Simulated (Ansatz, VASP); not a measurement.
# Co (Cobalt): VASP beside Ansatz, part 2 of 2

One calculation is typed for both programs; each brings its own data sets. How far apart do they land? Of the first pair: The cell is taken from a series of runs on this material, whose earlier steps may have relaxed, scaled, displaced or heated it; both programs get it as it stands.

VASP 6.6.1 and Ansatz 0.2.0.

So far: Starting point; Ansatz: relaxation of cell and atoms, PBE, pair 1.

### 3. VASP: relaxation of cell and atoms, PBE, pair 1

Level of this step: PBE, spin-polarised from a ferromagnetic start; plane waves and PAW (Co) (VASP).

The same cell, functional, mesh and smearing now go to VASP, with its own data sets.

Lines of VASP's logs that name or quote its potential files are left out, and so is its time.

The input, INCAR:

```
SYSTEM = Co
PREC = Accurate
ENCUT = 600
EDIFF = 1E-07
NELM = 200
ISMEAR = 0
SIGMA = 0.15
LREAL = .FALSE.
ALGO = Normal
GGA = PE
NBANDS = 18
ISPIN = 2
MAGMOM = 1.7 1.7
LASPH = .TRUE.
LMAXMIX = 4
LORBIT = 11
LWAVE = .FALSE.
LCHARG = .FALSE.
ISIF = 3
IBRION = 2
NSW = 80
EDIFFG = -0.005
GGA_COMPAT = .FALSE.
NELMIN = 4
KPAR = 2
```

The input, POSCAR:

```
Co
1.0
    2.4946230000      0.0000000000      0.0000000000
   -1.2473120000      2.1604070000      0.0000000000
    0.0000000000      0.0000000000      4.0346190000
Co
2
Direct
    0.3333333692      0.6666668004      0.2500000000
    0.6666667026      0.3333334670      0.7500000000
```

The input, KPOINTS:

```
Automatic mesh
0
Gamma
15 15 8
0 0 0
```

The projector-augmented-wave data sets are Co (PBE family, release 64).

On the command line:

```bash
mpirun -np 2 vasp_std
```

Numbers of over 12 decimals in the logs are rounded to 6 here.

Log:

```text
[banner, memory and clock lines left out]
running    2 mpi-ranks, on    1 nodes
 distrk:  each k-point on    1 cores,    2 groups
 distr:  one band on    1 cores,    1 groups

 POSCAR found type information on POSCAR Co
 POSCAR found :  1 types and       2 ions
 LDA part: xc-table for (Slater+PW92), standard interpolation
 POSCAR, INCAR and KPOINTS ok, starting setup
 FFT: planning ... GRIDC
 FFT: planning ... GRID_SOFT
 FFT: planning ... GRID
 WAVECAR not read
 entering main loop
       N       E                     dE             d eps       ncg     rms          rms(c)
DAV:   1     0.883114559416E+02    0.88311E+02   -0.88893E+03 10088   0.147E+03
DAV:   2    -0.124134903078E+02   -0.10072E+03   -0.91480E+02  9746   0.240E+02
DAV:   3    -0.161506570803E+02   -0.37372E+01   -0.36044E+01 10760   0.596E+01
DAV:   4    -0.162074363706E+02   -0.56779E-01   -0.56740E-01 12442   0.618E+00
DAV:   5    -0.162088159029E+02   -0.13795E-02   -0.13794E-02 11222   0.884E-01    0.148E+01
DAV:   6    -0.145203850428E+02    0.16884E+01   -0.92493E+00 10386   0.632E+01    0.727E+00
DAV:   7    -0.141125997282E+02    0.40779E+00   -0.14392E+00 11302   0.232E+01    0.382E+00
DAV:   8    -0.140969759815E+02    0.15624E-01   -0.19268E-02 12700   0.146E+00    0.186E+00
DAV:   9    -0.140813832998E+02    0.15593E-01   -0.39594E-03 14974   0.113E+00    0.600E-01
DAV:  10    -0.140818544566E+02   -0.47116E-03   -0.69233E-04 13634   0.369E-01    0.261E-01
DAV:  11    -0.140817979100E+02    0.56547E-04   -0.18507E-04 13716   0.211E-01    0.275E-02
DAV:  12    -0.140817950628E+02    0.28472E-05   -0.12457E-05 10244   0.303E-02    0.151E-02
DAV:  13    -0.140817943879E+02    0.67491E-06   -0.21010E-06 14520   0.180E-02    0.871E-03
DAV:  14    -0.140817946100E+02   -0.22210E-06   -0.41267E-07 10686   0.626E-03    0.320E-03
DAV:  15    -0.140817943082E+02    0.30172E-06   -0.33100E-08  5282   0.332E-03    0.128E-03
DAV:  16    -0.140817943221E+02   -0.13868E-07   -0.10038E-08  5166   0.150E-03
   1 F= -.14081794E+02 E0= -.14072262E+02  d E =-.140818E+02  mag=     3.2468
 curvature:   0.00 expect dE= 0.000E+00 dE for cont linesearch  0.000E+00
 trial: gam= 0.00000 g(F)=  0.132E-44 g(S)=  0.728E-03 ort = 0.000E+00 (trialstep = 0.100E+01)
 search vector abs. value=  0.728E-03
 bond charge predicted
       N       E                     dE             d eps       ncg     rms          rms(c)
DAV:   1    -0.140934414218E+02   -0.11647E-01   -0.10142E-01 10296   0.567E+00    0.869E-01
DAV:   2    -0.140843005005E+02    0.91409E-02   -0.36779E-02 10420   0.405E+00    0.572E-01
DAV:   3    -0.140820859159E+02    0.22146E-02   -0.46581E-03 10368   0.139E+00    0.235E-01
DAV:   4    -0.140819282538E+02    0.15766E-03   -0.79197E-05 11894   0.105E-01    0.837E-02
DAV:   5    -0.140817877134E+02    0.14054E-03   -0.29517E-05 14736   0.695E-02    0.155E-02
DAV:   6    -0.140817874887E+02    0.22472E-06   -0.35203E-06 12092   0.184E-02    0.631E-03
DAV:   7    -0.140817872215E+02    0.26715E-06   -0.35613E-07 10492   0.768E-03    0.255E-03
DAV:   8    -0.140817868288E+02    0.39269E-06   -0.18567E-08  5130   0.148E-03    0.339E-04
DAV:   9    -0.140817868470E+02   -0.18155E-07   -0.18655E-09  5056   0.529E-04
   2 F= -.14081787E+02 E0= -.14072269E+02  d E =0.747510E-05  mag=     3.2371
 trial-energy change:    0.000007  1 .order    0.000024   -0.000728    0.000776
 step:   0.5004(harm=  0.4843)  dis= 0.00000  next Energy=   -14.081979 (dE=-0.184E-03)
 bond charge predicted
       N       E                     dE             d eps       ncg     rms          rms(c)
DAV:   1    -0.140849007709E+02   -0.31139E-02   -0.25430E-02 10288   0.285E+00    0.433E-01
DAV:   2    -0.140826151621E+02    0.22856E-02   -0.92876E-03 10416   0.202E+00    0.285E-01
DAV:   3    -0.140820567103E+02    0.55845E-03   -0.11600E-03 10356   0.695E-01    0.118E-01
DAV:   4    -0.140820159245E+02    0.40786E-04   -0.20091E-05 11742   0.524E-02    0.423E-02
DAV:   5    -0.140819778496E+02    0.38075E-04   -0.77885E-06 14748   0.354E-02    0.735E-03
DAV:   6    -0.140819786381E+02   -0.78847E-06   -0.77975E-07 11646   0.859E-03    0.291E-03
DAV:   7    -0.140819788009E+02   -0.16281E-06   -0.85745E-08  5552   0.391E-03    0.142E-03
DAV:   8    -0.140819790267E+02   -0.22583E-06   -0.80618E-09  4996   0.939E-04    0.182E-04
DAV:   9    -0.140819790228E+02    0.38531E-08   -0.11205E-09  4972   0.387E-04
   3 F= -.14081979E+02 E0= -.14072453E+02  d E =-.184701E-03  mag=     3.2420
 curvature:  -0.24 expect dE=-0.101E-05 dE for cont linesearch -0.171E-06
 trial: gam= 0.00000 g(F)=  0.225E-44 g(S)=  0.416E-05 ort =-0.227E-04 (trialstep = 0.900E+00)
 search vector abs. value=  0.416E-05
 reached required accuracy - stopping structural energy minimisation
```

From OUTCAR (step 3):

```text
ion  position               nearest neighbor table
   1  0.333  0.667  0.250-   2 2.48   2 2.48   2 2.48   2 2.48   2 2.48   2 2.48
   2  0.667  0.333  0.750-   1 2.48   1 2.48   1 2.48   1 2.48   1 2.48   1 2.48

  LATTYP: Found a hexagonal cell.
 ALAT       =     2.4946230000
 C/A-ratio  =     1.6173261451

 Subroutine GETGRP returns: Found 24 space group operations
 (whereof 12 operations were pure point group operations)

The static configuration has the point symmetry D_3d.
 The point group associated with its full space group is D_6h.

 Found    135 irreducible k-points:

   k-points           NKPTS =    135   k-points in BZ     NKDIM =    135   number of bands    NBANDS=     18

   dimension x,y,z NGX =    20 NGY =   20 NGZ =   32
   dimension x,y,z NGXF=    40 NGYF=   40 NGZF=   64

   ENCUT  =  600.0 eV  44.10 Ry    6.64 a.u.   4.98  4.98  8.06*2*pi/ulx,y,z

   NELECT =      18.0000    total number of electrons

 k-points in reciprocal lattice and weights: Automatic mesh
   0.00000000  0.00000000  0.00000000       0.001
   0.06666667  0.00000000  0.00000000       0.003
   0.13333333  0.00000000  0.00000000       0.003
   0.20000000  0.00000000  0.00000000       0.003
   0.26666667  0.00000000  0.00000000       0.003
   0.33333333  0.00000000  0.00000000       0.003
   0.40000000  0.00000000  0.00000000       0.003
   0.46666667  0.00000000  0.00000000       0.003
   0.06666667  0.06666667  0.00000000       0.003
[...]
0.33333333  0.26666667  0.50000000       0.007
   0.33333333  0.33333333  0.50000000       0.001

 average (electrostatic) potential at core
       1 -78.2732       2 -78.2732

 E-fermi :  10.2685

 spin component 1
 k-point     1 :       0.0000    0.0000    0.0000
  band No.  band energies     occupation
    ...
      8       8.3354      1.00000
      9       8.3354      1.00000
     10       9.4369      1.00000
     11       9.4369      1.00000
     12      10.2036      0.72952
     13      16.6422      0.00000
     14      32.2637      0.00000
     15      34.8383      0.00000
     16      34.8384      0.00000
     17      35.3733      0.00000
    ...

 k-point     2 :       0.0667    0.0000    0.0000
  band No.  band energies     occupation
    ...
      7       8.0567      1.00000
      8       8.2510      1.00000
      9       8.2892      1.00000
     10       8.8377      1.00000
     11       9.4568      1.00000
     12      10.9931      0.00000
     13      16.6690      0.00000
     14      31.0744      0.00000
     15      33.0101      0.00000
     16      33.2191      0.00000
    ...

 k-point     3 :       0.1333    0.0000    0.0000
  band No.  band energies     occupation
    ...
      7       8.0400      1.00000
      8       8.1680      1.00000
      9       8.2420      1.00000
     10       8.3971      1.00000
     11       9.5041      1.00000
     12      12.2039      0.00000
     13      16.7588      0.00000
     14      28.1365      0.00000
     15      31.2471      0.00000
     16      32.1608      0.00000
    ...

 k-point     4 :       0.2000    0.0000    0.0000
  band No.  band energies     occupation
    ...
      7       8.2177      1.00000
      8       8.2862      1.00000
      9       8.3097      1.00000
     10       8.5242      1.00000
     11       9.5568      1.00000
     12      13.5635      0.00000
     13      16.9336      0.00000
     14      25.0595      0.00000
     15      29.4454      0.00000
     16      31.4026      0.00000
    ...

 k-point     5 :       0.2667    0.0000    0.0000
  band No.  band energies     occupation
    ...
      7       8.0624      1.00000
      8       8.6771      1.00000
      9       8.7021      1.00000
     10       8.8644      1.00000
     11       9.6012      1.00000
     12      15.0435      0.00000
     13      17.1895      0.00000
     14      22.1913      0.00000
     15      27.8752      0.00000
     16      29.6865      0.00000
    ...

 k-point     6 :       0.3333    0.0000    0.0000
  band No.  band energies     occupation
    ...
      7       7.9237      1.00000
      8       9.0692      1.00000
      9       9.2134      1.00000
     10       9.2771      1.00000
     11       9.6327      1.00000
     12      16.6224      0.00000
     13      17.2042      0.00000
     14      20.0017      0.00000
     15      26.5953      0.00000
     16      27.2517      0.00000
    ...

  Total        0.0083840      0.0083840     -0.0056375     -0.0000000      0.0000000      0.0000000
  in kB        0.6200029      0.6200030     -0.4168961     -0.0000001      0.0000000      0.0000000
  external PRESSURE =       0.2743699 kB  Pullay stress =       0.0000000 kB

  energy-cutoff  :      600.00
  volume of cell :       21.67
      direct lattice vectors                 reciprocal lattice vectors
     2.491799016  0.000000001 -0.000000000     0.401316476  0.231700257  0.000000000
    -1.245900007  2.157961357 -0.000000000    -0.000000000  0.463400328  0.000000000
     0.000000000 -0.000000000  4.029151207     0.000000000  0.000000000  0.248191232

 POSITION                                       TOTAL-FORCE (eV/Angst)
 -----------------------------------------------------------------------------------
     -0.00000      1.43864      1.00729         0.000000      0.000000      0.000000
      1.24590      0.71932      3.02186        -0.000000     -0.000000      0.000000
 -----------------------------------------------------------------------------------
    total drift:                               -0.000001      0.000008     -0.000002

  FREE ENERGIE OF THE ION-ELECTRON SYSTEM (eV)
  ---------------------------------------------------
  free  energy   TOTEN  =       -14.0819790228 eV

  energy  without entropy=      -14.0629279689  energy(sigma->0) =      -14.07245350

 reached required accuracy - stopping structural energy minimisation

 total charge
# of ion       s       p       d       tot
------------------------------------------
    1        0.490   0.523   7.263   8.276
    2        0.490   0.523   7.263   8.276
--------------------------------------------------
tot          0.979   1.045  14.527  16.552

 magnetization (x)
# of ion       s       p       d       tot
------------------------------------------
    1       -0.014  -0.053   1.708   1.640
    2       -0.014  -0.053   1.708   1.640
--------------------------------------------------
tot         -0.029  -0.107   3.415   3.280

[... 6 further parts left out ...]
```

CONTCAR:

```
Co
   1.00000000000000
     2.4917990158321253    0.0000000006535770   -0.0000000000000000
    -1.2459000067840342    2.1579613572733152   -0.0000000000000000
     0.0000000000000000   -0.0000000000000000    4.0291512070831610
  Co
     2
Direct
     0.3333333691999982    0.6666668004000016    0.2500000000000000
     0.6666667025999971    0.3333334670000028    0.7500000000000000
```

### 4. Comparison

Known differences besides the potentials themselves: VASP starts from the moments at which Ansatz ended; the data sets hold 34 valence electrons in Ansatz (on its PAW soft_1 files) and 18 in VASP; the cutoff is 420 eV in Ansatz and 600 eV in VASP; Ansatz adds a Pulay correction to the stress that steers its cell, VASP none; site moments are counted in spheres of each program's own size. Total energies have different zeros and are not compared.

The two programs side by side:

| quantity | Ansatz | VASP | difference |
| --- | --- | --- | --- |
| volume (Å³) | 21.75 | 21.67 | +0.38 % |
| edge a after relaxation, in the typed setting (Å) | 2.495 | 2.492 | +0.11 % |
| edge c after relaxation, in the typed setting (Å) | 4.035 | 4.029 | +0.15 % |
| total moment (μB) | 3.26 | 3.24 | +0.02 |
| moment on Co1 (μB) | 1.70 | 1.64 | +0.06 |
| moment on Co2 (μB) | 1.70 | 1.64 | +0.06 |

### 5. Ansatz: relaxation of cell and atoms, PBE, pair 2

The relaxed volume is the usual yardstick between codes: in a stiff, nearly cubic crystal its relative difference is about their pressure difference at one cell divided by the bulk modulus.

The two relaxations start from unlike cells of this crystal, so only their ends are compared.

The input, input.yaml:

```yaml
crystal:
  lattice:
    - [2.5074, 0.0, 0.0]
    - [-1.2537, 2.1714720974, 0.0]
    - [0.0, 0.0, 4.0699]
  atoms:
    - { symbol: Co, position: [0.3333333333, 0.6666666667, 0.25], spin: 1.84 }
    - { symbol: Co, position: [0.6666666667, 0.3333333333, 0.75], spin: 1.84 }
kpoints:
  mp_grid: { grid: [15, 15, 8] }
hamiltonian:
  xc: pbe
  pseudopotentials: { kind: paw, azcp: { folder: soft_1 } }
scf:
  occupations: { method: gaussian, width: 0.1 }
output:
  forces: true
  stress: true
  eigenvalues: true
  populations: true
magnetization:
  spin_polarized: true
relax:
  adjacent_minimum: "off"
  f_tol: 0.005
  max_steps: 80
  cell: { stress_tol: 0.05 }
```

On the command line:

```bash
ansatz run input.yaml --threads 16 --pin off --max-ram 92160MiB --backend cuda --events-out ev --progress --plain --runs-dir out --max-vram 78GiB
```

Log:

```text
[...]
Crystal: 2 atoms, lattice volume = 22.160 Å³
Basis set: ecut = 420 eV, 415 PW (Γ), exchange–correlation on 36×36×60 points (8 copies of the dense FFT grid, shifted against one another)
Bands: 23, of which v1, the nominal top of the filled ones, is band 17 counted from 1 (16 counted from 0)
Symmetry: 24 space group operations
[...]
cell:  # Å, volume = 21.7442 Å³
    - [2.494623, 0.0, 0.0]
    - [-1.247312, 2.160407, 0.0]
    - [0.0, 0.0, 4.034619]
  atoms:
    - { symbol: Co, position: [0.333333, 0.666667, 0.25] }
    - { symbol: Co, position: [0.666667, 0.333333, 0.75] }
--- Löwdin populations: 2 sites ---
  site symbol       q [e]    m [muB]
     0     Co     16.7796     1.6971
     1     Co     16.7796     1.6971
  spilling = 0.012963 (of n_electrons = 34.000000)
[key lines of the parts left out:]
SCF converged after 8 iterations
Magnetization: 3.2621 μB (18.6310 up, 15.3690 down)
Free energy (F): -10252.322965 eV
Fermi energy:    18.640960 eV
P = ⅓ Tr σ = 0.0204 GPa (0.204 kbar)
```

### 6. VASP: relaxation of cell and atoms, PBE, pair 2

Its own start cell and the same functional, mesh and smearing now go to VASP, with its own data sets.

Edit INCAR of step 3 so:

```diff
@@ -6,3 +6,3 @@
 ISMEAR = 0
-SIGMA = 0.15
+SIGMA = 0.1
 LREAL = .FALSE.
@@ -12,3 +12,3 @@
 ISPIN = 2
-MAGMOM = 1.7 1.7
+MAGMOM = 1.71 1.71
 LASPH = .TRUE.
```

The input, POSCAR:

```
Co
1.0
    2.4919435908      0.0000000000      0.0000000000
   -1.2459717954      2.1580863588      0.0000000000
    0.0000000000      0.0000000000      4.0287275810
Co
2
Direct
    0.3333333334      0.6666666668      0.2500000000
    0.6666666668      0.3333333334      0.7500000000
```

KPOINTS is that of step 3.

On the command line:

```bash
mpirun -np 2 vasp_std
```

Log:

```text
[... set-up lines as in an earlier step ...]
 entering main loop
       N       E                     dE             d eps       ncg     rms          rms(c)
DAV:   1     0.868089561121E+02    0.86809E+02   -0.88190E+03 10120   0.147E+03
DAV:   2    -0.124787186135E+02   -0.99288E+02   -0.89973E+02  9748   0.239E+02
DAV:   3    -0.161395380758E+02   -0.36608E+01   -0.35195E+01 10870   0.587E+01
DAV:   4    -0.161937108570E+02   -0.54173E-01   -0.54140E-01 12140   0.604E+00
[...]
DAV:  12    -0.140767690762E+02    0.33169E-05   -0.80973E-06 10256   0.266E-02    0.150E-02
DAV:  13    -0.140767687037E+02    0.37247E-06   -0.19072E-06 14254   0.181E-02    0.847E-03
DAV:  14    -0.140767687123E+02   -0.85261E-08   -0.38230E-07 10434   0.617E-03
   1 F= -.14076769E+02 E0= -.14072742E+02  d E =-.140768E+02  mag=     3.2468
[...]
N       E                     dE             d eps       ncg     rms          rms(c)
DAV:   1    -0.140767813477E+02   -0.12644E-04   -0.31537E-04 10626   0.156E-01    0.244E-02
DAV:   2    -0.140767730997E+02    0.82479E-05   -0.17267E-05 12134   0.827E-02    0.137E-02
DAV:   3    -0.140767708889E+02    0.22108E-05   -0.33604E-06 12198   0.331E-02    0.923E-03
DAV:   4    -0.140767702934E+02    0.59548E-06   -0.48685E-07 10748   0.658E-03    0.268E-03
DAV:   5    -0.140767702614E+02    0.32055E-07   -0.74602E-08  5410   0.403E-03
   2 F= -.14076770E+02 E0= -.14072745E+02  d E =-.154912E-05  mag=     3.2461
 trial-energy change:   -0.000002  1 .order   -0.000002   -0.000004   -0.000000
 step:   1.0522(harm=  1.0522)  dis= 0.00000  next Energy=   -14.076771 (dE=-0.185E-05)
 reached required accuracy - stopping structural energy minimisation
```

From OUTCAR (step 6):

```text
  Total        0.0051018      0.0051018      0.0021726     -0.0000000      0.0000000      0.0000000
  in kB        0.3773203      0.3773203      0.1606860     -0.0000000      0.0000000      0.0000000
  external PRESSURE =       0.3051089 kB  Pullay stress =       0.0000000 kB

 POSITION                                       TOTAL-FORCE (eV/Angst)
 -----------------------------------------------------------------------------------
      0.00000      1.43883      1.00691        -0.000000      0.000000     -0.000000
      1.24606      0.71942      3.02073         0.000000     -0.000000      0.000000
 -----------------------------------------------------------------------------------
    total drift:                                0.000000      0.000000      0.000000

  FREE ENERGIE OF THE ION-ELECTRON SYSTEM (eV)
  ---------------------------------------------------
  free  energy   TOTEN  =       -14.0767702614 eV

  energy  without entropy=      -14.0687206477  energy(sigma->0) =      -14.07274545

 magnetization (x)
# of ion       s       p       d       tot
------------------------------------------
    1       -0.014  -0.053   1.709   1.642
    2       -0.014  -0.053   1.709   1.642
--------------------------------------------------
tot         -0.029  -0.106   3.419   3.284

[... 2 parts as in an earlier step ...]

[... 2 further parts left out ...]
[key lines of the parts left out:]
E-fermi :  10.2647
```

### 7. Side by side

What differs besides the data sets and the points named for the pairs above, as far as they apply: the data sets hold 34 valence electrons in Ansatz (on its PAW soft_1 files) and 18 in VASP. Total energies have different zeros and are not compared.

The two programs side by side:

| quantity | Ansatz | VASP | difference |
| --- | --- | --- | --- |
| volume (Å³) | 21.74 | 21.66 | +0.37 % |
| edge a after relaxation, in the typed setting (Å) | 2.495 | 2.492 | +0.10 % |
| edge c after relaxation, in the typed setting (Å) | 4.035 | 4.028 | +0.17 % |
| total moment (μB) | 3.26 | 3.25 | +0.02 |
| moment on Co1 (μB) | 1.71 | 1.64 | +0.06 |
| moment on Co2 (μB) | 1.71 | 1.64 | +0.06 |

### 8. What came out

```yaml
difference_in_volume_relaxation_of_cell_and_atoms_pbe_pair_1: 0.38 %
difference_in_volume_relaxation_of_cell_and_atoms_pbe_pair_2: 0.37 %
```

In words: The difference in volume is 0.38 % (relaxation of cell and atoms, PBE, pair 1), within the 1.2 % picked in this series as the mark of a large difference, as far as the stopping tolerances let one tell. The data sets hold unlike numbers of valence electrons (34 in Ansatz and 18 in VASP), so part of the differences comes from the potentials. How closely two codes agree says nothing of how well the functional describes the real material.

[Lines on the potential files, build, host, timing and source positions are cut from VASP's logs without a mark.]

[Logs are printed without paths, hosts, clocks, repeated set-up lines and the standing remarks that a program may print on its own settings, such as how far it seeks lower states.]

[Hosts, paths, dates, database ids (printed as entryN), source tags and the programs' standing remarks are cut or masked in the printed files.]
